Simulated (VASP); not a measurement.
These are r2SCAN meta-GGA, VASP's PBE PAW potentials (set 64) (plane waves; VASP) values and carry that method's errors.

VASP input:

INCAR:
```
SYSTEM = Ni(111) slab
PREC = Normal
ENCUT = 400
EDIFF = 1E-6
NELM = 100
ALGO = Normal
LREAL = .FALSE.
LASPH = .TRUE.
ISMEAR = 1
SIGMA = 0.1
METAGGA = R2SCAN
LMIXTAU = .TRUE.
LMAXMIX = 4
ISPIN = 2
MAGMOM = 0.8 0.8 0.8 0.8 0.8
LORBIT = 11
LWAVE = .FALSE.
LCHARG = .FALSE.
NELMIN = 4
LDIPOL = .TRUE.
IDIPOL = 3
DIPOL = 0.5 0.5 0.5
LVHAR = .TRUE.
```

File KPOINTS:
```
Regular mesh
0
Gamma
13 13 1
0 0 0
```

File POSCAR:
```
Ni(111) slab
1
    2.4619225227     0.0000000000     0.0000000000
   -1.2309612614     2.1320873613     0.0000000000
    0.0000000000     0.0000000000    24.8874781023
Ni
5
Direct
  0.6666670000   0.3333330000   0.3397106115
  0.3333330000   0.6666670000   0.4191768260
  0.0000000000   0.0000000000   0.5000000000
  0.6666670000   0.3333330000   0.5808231740
  0.3333330000   0.6666670000   0.6602893885
```

POTCAR, in this order: Ni (PBE.64 set). Program: vasp_std. Read from the step before: WAVECAR.

The run wrote:

### OSZICAR
```
       N       E                     dE             d eps       ncg     rms          rms(c)
DAV:   1    -0.583310540487E+02   -0.58331E+02   -0.10146E-05  2576   0.431E-02    0.994E-03
DAV:   2    -0.583310543677E+02   -0.31904E-06   -0.68219E-05  3024   0.221E-01    0.545E-02
DAV:   3    -0.583310269182E+02    0.27450E-04   -0.48091E-05  3144   0.185E-01    0.943E-03
DAV:   4    -0.583310464321E+02   -0.19514E-04   -0.33199E-06  2080   0.295E-02    0.249E-03
DAV:   5    -0.583310436244E+02    0.28077E-05   -0.11177E-06  1752   0.132E-02    0.135E-03
DAV:   6    -0.583310408133E+02    0.28111E-05   -0.43485E-07  1680   0.685E-03    0.896E-04
DAV:   7    -0.583310417639E+02   -0.95065E-06   -0.77215E-08  1656   0.294E-03
   1 F= -.58331042E+02 E0= -.58331680E+02  d E =0.191585E-02  mag=     3.8757
```

### OUTCAR
```
------------------------ aborting loop because EDIFF is reached ----------------------------------------
  FORCE on cell =-STRESS in cart. coord.  units (eV):
  Direction    XX          YY          ZZ          XY          YZ          ZX
  --------------------------------------------------------------------------------------
  Total       -1.6292545     -1.6292544      0.1907114      0.0000000      0.0000000      0.0000000
  in kB      -19.9820137    -19.9820121      2.3389819      0.0000000      0.0000000      0.0000000
  external PRESSURE =     -12.5416813 kB  Pullay stress =       0.0000000 kB
  volume of cell :      130.64
      direct lattice vectors                 reciprocal lattice vectors
     2.461922523  0.000000000  0.000000000     0.406186625  0.234511967  0.000000000
    -1.230961261  2.132087361  0.000000000     0.000000000  0.469023933  0.000000000
     0.000000000  0.000000000 24.887478102     0.000000000  0.000000000  0.040180849
 POSITION                                       TOTAL-FORCE (eV/Angst)
 -----------------------------------------------------------------------------------
      1.23096      0.71070      8.45454         0.000000     -0.000000     -0.006426
     -0.00000      1.42139     10.43225        -0.000000      0.000000      0.011373
      0.00000      0.00000     12.44374        -0.000000      0.000000      0.000000
      1.23096      0.71070     14.45522        -0.000000      0.000000     -0.011373
     -0.00000      1.42139     16.43294        -0.000000     -0.000000      0.006426
 -----------------------------------------------------------------------------------
    total drift:                                0.000000      0.000000      0.000000
  FREE ENERGIE OF THE ION-ELECTRON SYSTEM (eV)
  ---------------------------------------------------
  free  energy   TOTEN  =       -58.3310417639 eV

  energy  without entropy=      -58.3329576169  energy(sigma->0) =      -58.33168038

 total charge

# of ion       s       p       d       tot
------------------------------------------
    1        0.523   0.433   8.305   9.261
    2        0.526   0.557   8.312   9.395
    3        0.530   0.549   8.329   9.408
    4        0.526   0.557   8.312   9.395
    5        0.523   0.433   8.305   9.261
--------------------------------------------------
tot          2.628   2.530  41.562  46.720

 magnetization (x)

# of ion       s       p       d       tot
------------------------------------------
    1       -0.003  -0.030   0.848   0.815
    2       -0.008  -0.042   0.847   0.797
    3       -0.009  -0.036   0.753   0.707
    4       -0.008  -0.042   0.847   0.797
    5       -0.003  -0.030   0.848   0.815
--------------------------------------------------
tot         -0.033  -0.181   4.143   3.930
```
(Selected blocks of OUTCAR.)

### OUTCAR
```
 val. band max:        1.0938692488   @ k =   0.3846   0.0000   0.0000

 cond. band min:       1.1067870290   @ k =   0.1538   0.0000   0.0000


 Fermi energy:         1.0988771064

 spin component 1

 k-point     1 :       0.0000    0.0000    0.0000
  band No.  band energies     occupation
      1      -8.2697      1.00000
      2      -7.3209      1.00000
      3      -5.8784      1.00000
      4      -4.7389      1.00000
      5      -4.3895      1.00000
      6      -2.1943      1.00000
      7      -2.0628      1.00000
      8      -2.0625      1.00000
      9      -2.0535      1.00000
     10      -1.9537      1.00000
     11      -1.9534      1.00000
     12      -1.9213      1.00000
     13      -1.7607      1.00000
     14      -1.7604      1.00000
     15      -1.5854      1.00000
     16      -1.5850      1.00000
     17      -1.5029      1.00000
     18      -1.5025      1.00000
     19      -1.4683      1.00000
     20      -0.7539      1.00000
     21      -0.7536      1.00000
     22      -0.6874      1.00000
     23      -0.6871      1.00000
     24      -0.3548      1.00000
     25      -0.3546      1.00000
     26      -0.1399      1.00000
     27      -0.1398      1.00000
     28      -0.0333      1.00000
     29      -0.0331      1.00000
     30       0.3031      1.00000
     31       1.0515      0.85561
     32       5.8271      0.00000

 k-point     2 :       0.0769    0.0000    0.0000
  band No.  band energies     occupation
      1      -8.0546      1.00000
      2      -7.1139      1.00000
      3      -5.6857      1.00000
      4      -4.5665      1.00000
      5      -4.2449      1.00000
      6      -2.3825      1.00000
      7      -2.2155      1.00000
      8      -2.0055      1.00000
      9      -2.0005      1.00000
     10      -1.9049      1.00000
     11      -1.8819      1.00000
     12      -1.8803      1.00000
     13      -1.8648      1.00000
     14      -1.6834      1.00000
...
```

The cell is a thin slab with vacuum, built from Ni (fcc): (111) face.
